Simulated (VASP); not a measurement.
OSZICAR of a VASP run on AlN:

OSZICAR:
```
...
DAV:   3    -0.222196735980E+03   -0.35084E-03   -0.29199E-04  1103   0.102E-01    0.316E-02
DAV:   4    -0.222197354244E+03   -0.61826E-03   -0.16513E-04  1098   0.831E-02    0.123E-02
DAV:   5    -0.222198225190E+03   -0.87095E-03   -0.26120E-04  1098   0.102E-01    0.612E-03
DAV:   6    -0.222197525557E+03    0.69963E-03   -0.83168E-05  1148   0.657E-02    0.548E-03
DAV:   7    -0.222197971410E+03   -0.44585E-03   -0.30791E-05   866   0.416E-02    0.265E-03
DAV:   8    -0.222197444105E+03    0.52731E-03   -0.23194E-05   802   0.358E-02    0.169E-03
DAV:   9    -0.222198004221E+03   -0.56012E-03   -0.16436E-05   746   0.293E-02    0.860E-04
DAV:  10    -0.222197638569E+03    0.36565E-03   -0.80005E-06   714   0.205E-02    0.466E-04
DAV:  11    -0.222197901334E+03   -0.26276E-03   -0.43564E-06   676   0.142E-02    0.392E-04
DAV:  12    -0.222197985473E+03   -0.84139E-04   -0.24697E-06   686   0.105E-02    0.395E-04
DAV:  13    -0.222197960854E+03    0.24619E-04   -0.11893E-06   666   0.754E-03    0.274E-04
DAV:  14    -0.222197790812E+03    0.17004E-03   -0.24210E-06   712   0.103E-02    0.200E-04
DAV:  15    -0.222197777275E+03    0.13537E-04   -0.11869E-06   666   0.697E-03    0.187E-04
DAV:  16    -0.222197844130E+03   -0.66856E-04   -0.42654E-07   666   0.452E-03    0.136E-04
DAV:  17    -0.222197916329E+03   -0.72198E-04   -0.67141E-07   666   0.563E-03    0.109E-04
DAV:  18    -0.222197897892E+03    0.18436E-04   -0.70329E-07   666   0.569E-03    0.860E-05
DAV:  19    -0.222197874207E+03    0.23685E-04   -0.38752E-07   666   0.440E-03    0.779E-05
DAV:  20    -0.222197855762E+03    0.18445E-04   -0.14384E-07   702   0.267E-03    0.638E-05
DAV:  21    -0.222197851849E+03    0.39125E-05   -0.19160E-07   666   0.320E-03
   9 F= -.22219785E+03 E0= -.22219785E+03  d E =-.212197E-02
       N       E                     dE             d eps       ncg     rms          rms(c)
DAV:   1    -0.222198091397E+03   -0.23563E-03   -0.20404E-02  1098   0.633E-01    0.271E-02
DAV:   2    -0.222197375027E+03    0.71637E-03   -0.48206E-04  1103   0.926E-02    0.154E-02
DAV:   3    -0.222198200650E+03   -0.82562E-03   -0.58443E-05  1018   0.482E-02    0.108E-02
DAV:   4    -0.222197803804E+03    0.39685E-03   -0.36921E-05   866   0.404E-02    0.396E-03
DAV:   5    -0.222198815334E+03   -0.10115E-02   -0.55009E-05  1026   0.496E-02    0.214E-03
DAV:   6    -0.222198233597E+03    0.58174E-03   -0.16344E-05   746   0.295E-02    0.189E-03
DAV:   7    -0.222198269884E+03   -0.36288E-04   -0.50434E-06   666   0.152E-02    0.902E-04
DAV:   8    -0.222198096494E+03    0.17339E-03   -0.49795E-06   676   0.167E-02    0.596E-04
DAV:   9    -0.222198235758E+03   -0.13926E-03   -0.43499E-06   666   0.151E-02    0.388E-04
DAV:  10    -0.222198117169E+03    0.11859E-03   -0.16678E-06   666   0.893E-03    0.212E-04
DAV:  11    -0.222198207941E+03   -0.90772E-04   -0.91446E-07   666   0.668E-03    0.144E-04
DAV:  12    -0.222198151658E+03    0.56283E-04   -0.68545E-07   666   0.545E-03    0.103E-04
DAV:  13    -0.222198175178E+03   -0.23520E-04   -0.40700E-07   666   0.444E-03    0.750E-05
DAV:  14    -0.222198157144E+03    0.18033E-04   -0.43042E-07   666   0.441E-03    0.695E-05
DAV:  15    -0.222198138863E+03    0.18281E-04   -0.32584E-07   666   0.422E-03    0.512E-05
DAV:  16    -0.222198140664E+03   -0.18003E-05   -0.36065E-07   666   0.426E-03
  10 F= -.22219814E+03 E0= -.22219814E+03  d E =-.241079E-02
       N       E                     dE             d eps       ncg     rms          rms(c)
DAV:   1    -0.222198592636E+03   -0.45377E-03   -0.81653E-02  1098   0.127E+00    0.541E-02
DAV:   2    -0.222197679100E+03    0.91354E-03   -0.18414E-03  1126   0.173E-01    0.308E-02
DAV:   3    -0.222198552248E+03   -0.87315E-03   -0.15781E-04  1103   0.763E-02    0.219E-02
DAV:   4    -0.222198097999E+03    0.45425E-03   -0.92721E-05  1098   0.644E-02    0.838E-03
DAV:   5    -0.222200040474E+03   -0.19425E-02   -0.17450E-04  1089   0.878E-02    0.435E-03
DAV:   6    -0.222198853336E+03    0.11871E-02   -0.59558E-05  1062   0.558E-02    0.384E-03
DAV:   7    -0.222199003299E+03   -0.14996E-03   -0.16403E-05   746   0.290E-02    0.190E-03
DAV:   8    -0.222198845143E+03    0.15816E-03   -0.14093E-05   790   0.271E-02    0.107E-03
DAV:   9    -0.222199129481E+03   -0.28434E-03   -0.11277E-05   743   0.240E-02    0.588E-04
DAV:  10    -0.222198991248E+03    0.13823E-03   -0.55244E-06   676   0.165E-02    0.372E-04
DAV:  11    -0.222199110098E+03   -0.11885E-03   -0.11683E-06   671   0.705E-03    0.215E-04
DAV:  12    -0.222199080911E+03    0.29187E-04   -0.10640E-06   676   0.680E-03    0.213E-04
DAV:  13    -0.222199172832E+03   -0.91921E-04   -0.83239E-07   666   0.645E-03    0.181E-04
DAV:  14    -0.222199118173E+03    0.54658E-04   -0.65394E-07   666   0.553E-03    0.139E-04
DAV:  15    -0.222199103162E+03    0.15011E-04   -0.46902E-07   666   0.481E-03    0.892E-05
DAV:  16    -0.222199085141E+03    0.18022E-04   -0.45753E-07   666   0.471E-03    0.872E-05
DAV:  17    -0.222199082141E+03    0.30000E-05   -0.43876E-07   666   0.464E-03
  11 F= -.22219908E+03 E0= -.22219908E+03  d E =-.335226E-02
       N       E                     dE             d eps       ncg     rms          rms(c)
DAV:   1    -0.222198441570E+03    0.64357E-03   -0.32668E-01  1098   0.253E+00    0.108E-01
DAV:   2    -0.222198260088E+03    0.18148E-03   -0.71020E-03  1134   0.329E-01    0.618E-02
DAV:   3    -0.222198301518E+03   -0.41429E-04   -0.50998E-04  1113   0.131E-01    0.438E-02
DAV:   4    -0.222199818959E+03   -0.15174E-02   -0.29186E-04  1124   0.107E-01    0.168E-02
DAV:   5    -0.222201962340E+03   -0.21434E-02   -0.51659E-04  1121   0.144E-01    0.868E-03
DAV:   6    -0.222198141345E+03    0.38210E-02   -0.28396E-04  1098   0.122E-01    0.768E-03
DAV:   7    -0.222199762805E+03   -0.16215E-02   -0.72517E-05  1140   0.640E-02    0.403E-03
DAV:   8    -0.222198096917E+03    0.16659E-02   -0.50087E-05   910   0.522E-02    0.241E-03
DAV:   9    -0.222199511015E+03   -0.14141E-02   -0.42598E-05   860   0.438E-02    0.125E-03
DAV:  10    -0.222198485866E+03    0.10251E-02   -0.23481E-05   820   0.307E-02    0.824E-04
DAV:  11    -0.222198382399E+03    0.10347E-03   -0.20084E-06   732   0.105E-02    0.715E-04
DAV:  12    -0.222198608786E+03   -0.22639E-03   -0.53683E-06   712   0.149E-02    0.479E-04
DAV:  13    -0.222198649734E+03   -0.40948E-04   -0.26926E-06   718   0.992E-03    0.318E-04
DAV:  14    -0.222198717651E+03   -0.67916E-04   -0.17748E-06   712   0.807E-03    0.358E-04
DAV:  15    -0.222198860048E+03   -0.14240E-03   -0.20574E-06   666   0.103E-02    0.384E-04
DAV:  16    -0.222198777896E+03    0.82152E-04   -0.18802E-06   676   0.873E-03    0.266E-04
DAV:  17    -0.222198686484E+03    0.91412E-04   -0.56106E-07   698   0.518E-03    0.186E-04
DAV:  18    -0.222198701835E+03   -0.15350E-04   -0.73424E-07   666   0.560E-03    0.149E-04
DAV:  19    -0.222198672016E+03    0.29818E-04   -0.12006E-06   666   0.699E-03    0.110E-04
DAV:  20    -0.222198654199E+03    0.17817E-04   -0.19364E-07   686   0.293E-03    0.947E-05
DAV:  21    -0.222198645297E+03    0.89018E-05   -0.13366E-07   666   0.266E-03
  12 F= -.22219865E+03 E0= -.22219865E+03  d E =-.291542E-02
       N       E                     dE             d eps       ncg     rms          rms(c)
DAV:   1    -0.222199108258E+03   -0.45406E-03   -0.84877E-02  1098   0.129E+00    0.555E-02
DAV:   2    -0.222199847606E+03   -0.73935E-03   -0.26936E-03  1098   0.246E-01    0.308E-02
DAV:   3    -0.222197913791E+03    0.19338E-02   -0.42696E-04  1098   0.134E-01    0.222E-02
DAV:   4    -0.222202356922E+03   -0.44431E-02   -0.53680E-04  1098   0.156E-01    0.936E-03
DAV:   5    -0.222197906137E+03    0.44508E-02   -0.35365E-04  1074   0.133E-01    0.475E-03
DAV:   6    -0.222199545741E+03   -0.16396E-02   -0.93547E-05  1026   0.680E-02    0.415E-03
DAV:   7    -0.222198878749E+03    0.66699E-03   -0.21835E-05   802   0.331E-02    0.236E-03
DAV:   8    -0.222199749677E+03   -0.87093E-03   -0.20086E-05   802   0.330E-02    0.116E-03
DAV:   9    -0.222199158893E+03    0.59078E-03   -0.12024E-05   800   0.249E-02    0.852E-04
DAV:  10    -0.222199209258E+03   -0.50365E-04   -0.18762E-06   724   0.958E-03    0.464E-04
DAV:  11    -0.222199189675E+03    0.19584E-04   -0.28687E-06   676   0.116E-02    0.258E-04
DAV:  12    -0.222199180884E+03    0.87906E-05   -0.25831E-06   676   0.107E-02
  13 F= -.22219918E+03 E0= -.22219918E+03  d E =-.345101E-02
       N       E                     dE             d eps       ncg     rms          rms(c)
DAV:   1    -0.222199733408E+03   -0.54373E-03   -0.16199E-01  1098   0.172E+00    0.769E-02
DAV:   2    -0.222198978905E+03    0.75450E-03   -0.36425E-03  1129   0.231E-01    0.445E-02
DAV:   3    -0.222199752521E+03   -0.77362E-03   -0.34201E-04  1103   0.104E-01    0.317E-02
DAV:   4    -0.222199855785E+03   -0.10326E-03   -0.20359E-04  1098   0.878E-02    0.102E-02
DAV:   5    -0.222201107088E+03   -0.12513E-02   -0.27985E-04  1098   0.100E-01    0.661E-03
DAV:   6    -0.222198935201E+03    0.21719E-02   -0.97609E-05  1044   0.720E-02    0.476E-03
DAV:   7    -0.222200228016E+03   -0.12928E-02   -0.46339E-05  1038   0.504E-02    0.248E-03
DAV:   8    -0.222199244063E+03    0.98395E-03   -0.38713E-05   892   0.451E-02    0.146E-03
DAV:   9    -0.222199568277E+03   -0.32421E-03   -0.13584E-05   738   0.261E-02    0.763E-04
DAV:  10    -0.222199243078E+03    0.32520E-03   -0.43812E-06   666   0.150E-02    0.572E-04
DAV:  11    -0.222199367463E+03   -0.12438E-03   -0.16915E-06   666   0.872E-03    0.460E-04
DAV:  12    -0.222199285692E+03    0.81771E-04   -0.17918E-06   666   0.918E-03    0.228E-04
DAV:  13    -0.222199254993E+03    0.30699E-04   -0.11829E-06   666   0.776E-03    0.283E-04
DAV:  14    -0.222199246691E+03    0.83021E-05   -0.71901E-07   666   0.612E-03
  14 F= -.22219925E+03 E0= -.22219925E+03  d E =-.658068E-04
```

Q: Which electronic solver shows in the log?

A: It is blocked Davidson (ALGO = Normal, or the opening steps of other solvers). The INCAR had ALGO = Normal.

Q: Can the final energy be trusted as converged?

A: Self-consistency was reached. It stopped with EDIFF = 1E-5, NELM = 100, NSW = 120 and EDIFFG = -0.03 after 14 ionic steps (r2SCAN meta-GGA, plane waves, VASP's PBE PAW potentials (set 64)).

The cell is a thin slab with vacuum, built from AlN (wurtzite): (110) face.
